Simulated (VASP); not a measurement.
# ZrSi2: structure and properties in VASP, part 2 of 5

Wanted: the relaxed cell of ZrSi2 and its properties. Left out of this account: 1 further run (bands with LDA: it shows nothing beyond the runs told). The start is a cell from a database of measured crystal structures.

VASP 6.6.1; LDA; plane waves and PAW (Zr_sv, Si).

Still holding for the runs below: The k-mesh is coarse for a metal.

So far. Step 3 (Relaxing cell and atoms (LDA)): It ends with a largest force of 0.006 eV/Å and a pressure of 0.06 GPa. The volume lies -4.0 % from that of the database's start, which holds the thermal and zero-point expansion of its experiment. LDA is known to overbind.

The database entry behind the starting cell differs from later determinations by our own check (a about 0.3 % long), so it need not match the best structure at ambient conditions.

### Step 4. Second relaxation

A relaxation keeps the plane waves of the cell it began with, so it is repeated from the new cell, on a basis made for it.

INCAR

```
SYSTEM = ZrSi2
PREC = Accurate
ENCUT = 400
EDIFF = 1E-06
NELM = 100
ISMEAR = 0
SIGMA = 0.05
LREAL = .FALSE.
ALGO = Normal
GGA = CA
NBANDS = 26
LASPH = .TRUE.
LORBIT = 11
LWAVE = .FALSE.
LCHARG = .FALSE.
KPAR = 4
IBRION = 2
NSW = 60
ISIF = 3
EDIFFG = -0.01
```

POSCAR

```
ZrSi2
1.0
    0.0000000000      0.0000000000     -3.6334602498
   -3.6643892752      0.0000000000      0.0000000000
   -1.8321946376      7.2286144981      0.0000000000
Zr Si
2 4
Direct
    0.7500000000      0.8956651100      0.2086697800
    0.2500000000      0.1043348900      0.7913302200
    0.7500000000      0.5540394371      0.8919211258
    0.2500000000      0.4459605629      0.1080788742
    0.7500000000      0.2499386112      0.5001227775
    0.2500000000      0.7500613888      0.4998772225
```

KPOINTS

```
Automatic mesh
0
Gamma
6 6 6
0 0 0
```

The projector-augmented-wave data sets are Zr_sv and Si (LDA family, release 64).

Run with:

```bash
$ mpirun -np 4 vasp_std
```

The log of the run:

```text
[... set-up lines as in an earlier step ...]
 entering main loop
       N       E                     dE             d eps       ncg     rms          rms(c)
DAV:   1     0.223490901570E+03    0.22349E+03   -0.17253E+04  2712   0.118E+03
DAV:   2    -0.295557845595E+02   -0.25305E+03   -0.24858E+03  3248   0.321E+02
DAV:   3    -0.478292929423E+02   -0.18274E+02   -0.18147E+02  4984   0.654E+01
DAV:   4    -0.484874531009E+02   -0.65816E+00   -0.65716E+00  3532   0.127E+01
DAV:   5    -0.485173305063E+02   -0.29877E-01   -0.29871E-01  4348   0.210E+00    0.261E+01
DAV:   6    -0.470714509078E+02    0.14459E+01   -0.54348E+00  3308   0.116E+01    0.110E+01
DAV:   7    -0.469938343997E+02    0.77617E-01   -0.64856E-01  4302   0.375E+00    0.310E+00
DAV:   8    -0.469792031320E+02    0.14631E-01   -0.66179E-02  3380   0.142E+00    0.633E-01
DAV:   9    -0.469789673859E+02    0.23575E-03   -0.42331E-03  4072   0.432E-01    0.218E-01
DAV:  10    -0.469789267683E+02    0.40618E-04   -0.50662E-04  3638   0.141E-01    0.767E-02
DAV:  11    -0.469789234773E+02    0.32910E-05   -0.14131E-04  3872   0.838E-02    0.202E-02
DAV:  12    -0.469789216072E+02    0.18701E-05   -0.78901E-06  3492   0.244E-02    0.645E-03
DAV:  13    -0.469789215915E+02    0.15738E-07   -0.60084E-07  2190   0.532E-03
   1 F= -.46978922E+02 E0= -.46978066E+02  d E =-.469789E+02
 curvature:   0.00 expect dE= 0.000E+00 dE for cont linesearch  0.000E+00
 trial: gam= 0.00000 g(F)=  0.469E-05 g(S)=  0.148E-04 ort = 0.000E+00 (trialstep = 0.100E+01)
 search vector abs. value=  0.195E-04
 reached required accuracy - stopping structural energy minimisation
```

Wall time 24 s (4 MPI ranks of Intel Xeon Platinum 8259CL at 2.50GHz (Skylake/Cascade Lake), shared host); peak memory 0.76 GiB; 83 s of CPU time.

Parts of OUTCAR (step 4):

```text
  LATTYP: Found a base centered orthorhombic cell.
 ALAT       =     3.6643892752
 B/A-ratio  =     3.9453311072
 C/A-ratio  =     0.9915595688

 Found     52 irreducible k-points:

   ENCUT  =  400.0 eV  29.40 Ry    5.42 a.u.   5.93  5.98 12.16*2*pi/ulx,y,z

   NELECT =      40.0000    total number of electrons

 E-fermi :  10.5249

 k-point     1 :       0.0000    0.0000    0.0000
  band No.  band energies     occupation
    ...
     16       7.9259      2.00000
     17       8.0057      2.00000
     18       8.0590      2.00000
     19       8.1466      2.00000
     20      10.4854      1.73554
     21      11.5074      0.00000
     22      11.8819      0.00000
     23      11.9372      0.00000
     24      12.0498      0.00000
     25      12.5805      0.00000
    ...

 k-point     2 :       0.1667    0.0000    0.0000
  band No.  band energies     occupation
    ...
     16       7.9870      2.00000
     17       7.9928      2.00000
     18       8.3667      2.00000
     19       9.1330      2.00000
     20      10.3897      1.99987
     21      10.9916      0.00000
     22      11.2032      0.00000
     23      11.4219      0.00000
     24      12.4630      0.00000
     25      12.8690      0.00000
    ...

  Total        0.0145400      0.0295912     -0.0273853      0.0000000      0.0000000      0.0000000
  in kB        0.2420462      0.4926013     -0.4558812      0.0000000      0.0000000      0.0000000
  external PRESSURE =       0.0929221 kB  Pullay stress =       0.0000000 kB

  energy-cutoff  :      400.00
  volume of cell :       96.24
      direct lattice vectors                 reciprocal lattice vectors
     0.000000000  0.000000000 -3.633460250     0.000000000  0.000000000 -0.275219744
    -3.664389275  0.000000000  0.000000000    -0.272896771 -0.069169548  0.000000000
    -1.832194638  7.228614498  0.000000000     0.000000000  0.138339097  0.000000000

 POSITION                                       TOTAL-FORCE (eV/Angst)
 -----------------------------------------------------------------------------------
     -3.66439      1.50839     -2.72510        -0.000000      0.005274      0.000000
     -1.83219      5.72022     -0.90837         0.000000     -0.005274     -0.000000
     -3.66439      6.44735     -2.72510        -0.000000     -0.001389      0.000000
     -1.83219      0.78126     -0.90837         0.000000      0.001389     -0.000000
     -1.83219      3.61519     -2.72510         0.000000     -0.004348      0.000000
     -3.66439      3.61342     -0.90837        -0.000000      0.004348      0.000000
 -----------------------------------------------------------------------------------
    total drift:                                0.000000      0.000000     -0.000000

  FREE ENERGIE OF THE ION-ELECTRON SYSTEM (eV)
  ---------------------------------------------------
  free  energy   TOTEN  =       -46.9789215915 eV

  energy  without entropy=      -46.9772102425  energy(sigma->0) =      -46.97806592

 total charge
# of ion       s       p       d       tot
------------------------------------------
    1        2.159   5.992   1.875  10.026
    2        2.159   5.992   1.875  10.026
    3        0.782   0.945   0.000   1.727
    4        0.782   0.945   0.000   1.727
    5        0.765   0.882   0.000   1.647
    6        0.765   0.882   0.000   1.647
--------------------------------------------------
tot          7.413  15.637   3.750  26.800

[... 5 parts as in an earlier step ...]

[... 7 further parts left out ...]
```

Little changed from the start: no atom moved by 0.005 Å and no cell edge by 0.1 %.

This step gave:

| Item | Value |
| --- | --- |
| pressure | 0.009292 GPa |
| SCF cycles over all ionic steps | 13 |

It ends with a largest force of 0.005 eV/Å and a pressure of 0.01 GPa. The volume moved by under 0.01 %: the run met its threshold at the first step.

### Step 5. Single point with fields (LDA)

The relaxed cell gets a fresh self-consistent run, on a basis set for its own volume, to fix the density and to check the remaining stress.

INCAR: that of step 4 with these lines changed.

```diff
@@ -14,7 +14,5 @@
 LWAVE = .FALSE.
-LCHARG = .FALSE.
-KPAR = 4
-IBRION = 2
-NSW = 60
-ISIF = 3
-EDIFFG = -0.01
+LCHARG = .TRUE.
+ISIF = 2
+LELF = .TRUE.
+LVHAR = .TRUE.
```

POSCAR is that of step 4.

KPOINTS is that of step 4.

Run with:

```bash
$ mpirun -np 4 vasp_std
```

The log of the run:

```text
[banner, memory and clock lines left out]
running    4 mpi-ranks, on    1 nodes
 distrk:  each k-point on    4 cores,    1 groups
 distr:  one band on    1 cores,    4 groups

 POSCAR found type information on POSCAR ZrSi
 POSCAR found :  2 types and       6 ions
 LDA part: xc-table for (Slater(with rela. corr.)+CA(PZ))
 , standard interpolation
|                                                                             |
|           W    W    AA    RRRRR   N    N  II  N    N   GGGG   !!!           |
|           W    W   A  A   R    R  NN   N  II  NN   N  G    G  !!!           |
|           W    W  A    A  R    R  N N  N  II  N N  N  G       !!!           |
|           W WW W  AAAAAA  RRRRR   N  N N  II  N  N N  G  GGG   !            |
|           WW  WW  A    A  R   R   N   NN  II  N   NN  G    G                |
|           W    W  A    A  R    R  N    N  II  N    N   GGGG   !!!           |
|                                                                             |
|     The number of bands has been changed from the values supplied in        |
|     The orbitals not found in the WAVECAR file will be initialized with     |
|     random numbers, which is usually adequate. For correlated               |
|     calculations, however, you should redo the groundstate calculation.     |
|     I found NBANDS = 26. Now, NBANDS = 28.                                  |
|                                                                             |

 POSCAR, INCAR and KPOINTS ok, starting setup
 FFT: planning ... GRIDC
 FFT: planning ... GRID_SOFT
 FFT: planning ... GRID
 WAVECAR not read
 entering main loop
       N       E                     dE             d eps       ncg     rms          rms(c)
DAV:   1     0.219502289908E+03    0.21950E+03   -0.17074E+04  2912   0.110E+03
DAV:   2    -0.294918138795E+02   -0.24899E+03   -0.24322E+03  3436   0.302E+02
DAV:   3    -0.477717646748E+02   -0.18280E+02   -0.18084E+02  5208   0.611E+01
DAV:   4    -0.484919992804E+02   -0.72023E+00   -0.71849E+00  3884   0.122E+01
DAV:   5    -0.485173631895E+02   -0.25364E-01   -0.25359E-01  4532   0.192E+00    0.261E+01
DAV:   6    -0.470715630784E+02    0.14458E+01   -0.49568E+00  3588   0.108E+01    0.110E+01
DAV:   7    -0.469937522217E+02    0.77811E-01   -0.62080E-01  4528   0.350E+00    0.310E+00
DAV:   8    -0.469792553974E+02    0.14497E-01   -0.57419E-02  3668   0.129E+00    0.629E-01
DAV:   9    -0.469789730001E+02    0.28240E-03   -0.41738E-03  4132   0.403E-01    0.217E-01
DAV:  10    -0.469789256403E+02    0.47360E-04   -0.43062E-04  3924   0.129E-01    0.764E-02
DAV:  11    -0.469789232025E+02    0.24379E-05   -0.11430E-04  3952   0.738E-02    0.195E-02
DAV:  12    -0.469789216314E+02    0.15711E-05   -0.62218E-06  3532   0.203E-02    0.657E-03
DAV:  13    -0.469789215931E+02    0.38267E-07   -0.62707E-07  2028   0.529E-03
   1 F= -.46978922E+02 E0= -.46978066E+02  d E =-.171136E-02
```

Run time: 33 s. Hardware: 4 MPI ranks; peak memory 0.55 GiB; 1.9 min of CPU time.

OUTCAR, selected parts (step 5):

```text
   k-points           NKPTS =     52   k-points in BZ     NKDIM =     52   number of bands    NBANDS=     28

   NELECT =      40.0000    total number of electrons

 E-fermi :  10.5249

 k-point     1 :       0.0000    0.0000    0.0000
  band No.  band energies     occupation
    ...
     16       7.9258      2.00000
     17       8.0057      2.00000
     18       8.0590      2.00000
     19       8.1466      2.00000
     20      10.4854      1.73550
     21      11.5074      0.00000
     22      11.8819      0.00000
     23      11.9372      0.00000
     24      12.0498      0.00000
     25      12.5805      0.00000
    ...

  Total        0.0147579      0.0298512     -0.0270799      0.0000000      0.0000000      0.0000000
  in kB        0.2456733      0.4969298     -0.4507964      0.0000000      0.0000000      0.0000000
  external PRESSURE =       0.0972689 kB  Pullay stress =       0.0000000 kB

 POSITION                                       TOTAL-FORCE (eV/Angst)
 -----------------------------------------------------------------------------------
     -3.66439      1.50839     -2.72510         0.000000      0.005327     -0.000000
     -1.83219      5.72022     -0.90837        -0.000000     -0.005327      0.000000
     -3.66439      6.44735     -2.72510        -0.000000     -0.001398      0.000000
     -1.83219      0.78126     -0.90837         0.000000      0.001398      0.000000
     -1.83219      3.61519     -2.72510         0.000000     -0.004346      0.000000
     -3.66439      3.61342     -0.90837        -0.000000      0.004346      0.000000
 -----------------------------------------------------------------------------------
    total drift:                                0.000000      0.000000     -0.000000

  FREE ENERGIE OF THE ION-ELECTRON SYSTEM (eV)
  ---------------------------------------------------
  free  energy   TOTEN  =       -46.9789215931 eV

  energy  without entropy=      -46.9772102315  energy(sigma->0) =      -46.97806591

[... 14 parts as in an earlier step ...]

[... 2 further parts left out ...]
```

Numbers from this step:

* electronic steps: 13
* bands: 28
* pressure: 0.009727 GPa

Valence electrons inside each PAW sphere by angular momentum. Sphere charges, by row:

```tsv
atom	s (e)	p (e)	d (e)	tot (e)
Zr1	2.159	5.992	1.875	10.03
Zr2	2.159	5.992	1.875	10.03
Si3	0.782	0.945	0	1.727
Si4	0.782	0.945	0	1.727
Si5	0.765	0.882	0	1.647
Si6	0.765	0.882	0	1.647
```

Valence density in the bc plane of the conventional cell at fractional x = 0.000, with atoms of Zr and Si within 0.2 Å of it. It is the smooth field of the valence electrons, not physical close to the nuclei.

Ten steps, logarithmic in the rise over the least value, from '0' (-0.1 e/Å³) to '9' (5.4 e/Å³), each cell a mean:
```
34678764444333344545544443334444544444433
34799975433333344424444433344433444333333
35799975433333344303444333344411444333333
34789874443333344444544433344444544433333
33567654444433344455554444334444444455433
33344444454444334444555444333344445788643
33333344542444433344443344333333346899864
33333344530344433344441144333333346999864
33333344544444333444444444333334446899853
33455544444443334445555544333444444677543
```
Columns run along b (14.5 Å), rows up along c (3.6 Å), edges of the conventional cell, whose origin can differ from the input's. Atoms in or near the plane, at fractional coordinates: Zr at (0.10, 0.75), Zr at (0.90, 0.25), Si at (0.45, 0.75), Si at (0.55, 0.25), Si at (0.75, 0.75), Si at (0.25, 0.25).

ELF in the bc plane of the conventional cell at fractional x = 0.000, with atoms of Zr and Si within 0.2 Å of it. It is the smooth field of the valence electrons, not physical close to the nuclei.

Values, 6 rows by 16 columns, each cell a mean:
```
0.23 0.70 0.49 0.40 0.30 0.26 0.65 0.51 0.63 0.51 0.50 0.56 0.60 0.49 0.17 0.23
0.30 0.74 0.59 0.23 0.14 0.21 0.54 0.23 0.50 0.34 0.57 0.54 0.44 0.64 0.27 0.32
0.19 0.58 0.41 0.51 0.40 0.30 0.67 0.62 0.68 0.60 0.46 0.55 0.66 0.40 0.22 0.19
0.23 0.17 0.38 0.67 0.51 0.56 0.48 0.61 0.54 0.63 0.33 0.25 0.43 0.40 0.73 0.30
0.29 0.27 0.55 0.56 0.41 0.66 0.33 0.48 0.29 0.46 0.31 0.11 0.24 0.48 0.75 0.40
0.20 0.21 0.33 0.68 0.53 0.49 0.56 0.67 0.64 0.68 0.36 0.35 0.53 0.36 0.62 0.24
```
Columns run along b (14.5 Å), rows up along c (3.6 Å), edges of the conventional cell, whose origin can differ from the input's. Atoms in or near the plane, at fractional coordinates: Zr at (0.10, 0.75), Zr at (0.90, 0.25), Si at (0.45, 0.75), Si at (0.55, 0.25), Si at (0.75, 0.75), Si at (0.25, 0.25).

Electrostatic potential energy in the bc plane of the conventional cell at fractional x = 0.000, with atoms of Zr and Si within 0.2 Å of it. With pseudopotentials it is smooth inside the atoms' cores, unlike the true potential.

Ten even steps from '0' (-91 eV) to '9' (2 eV), each cell a mean:
```
99754579999999998656899999999755799999999
98532358999999997201699999998400489999999
98422248999999996100699999998300389999999
98633368999999997423799999998522689999999
99865689999999999878899999999877899888899
99999999865689999999975579999999998544689
99999999610279999999840048999999996322479
99999999600169999999830038999999996322369
99999999731379999999852268999999997433479
99987899987899999999987789999999998756799
```
Columns run along b (14.5 Å; values clipped at the 3rd and 97th percentile), rows up along c (3.6 Å), edges of the conventional cell, whose origin can differ from the input's. Atoms in or near the plane, at fractional coordinates: Zr at (0.10, 0.75), Zr at (0.90, 0.25), Si at (0.45, 0.75), Si at (0.55, 0.25), Si at (0.75, 0.75), Si at (0.25, 0.25).

In this run the pressure is 0.01 GPa, small enough to go on.

(Continued in part 3 of 5.)

[Lines on the potential files, build, host, timing and source positions are cut from VASP's logs without a mark.]

[Logs are printed without paths, hosts, clocks, repeated set-up lines and the standing remarks that a program may print on its own settings, such as how far it seeks lower states.]

[Hosts, paths, dates, database ids (printed as entryN), source tags and the programs' standing remarks are cut or masked in the printed files.]

[A measured line is paired with the nearest computed mode of its activity, which favours agreement.]
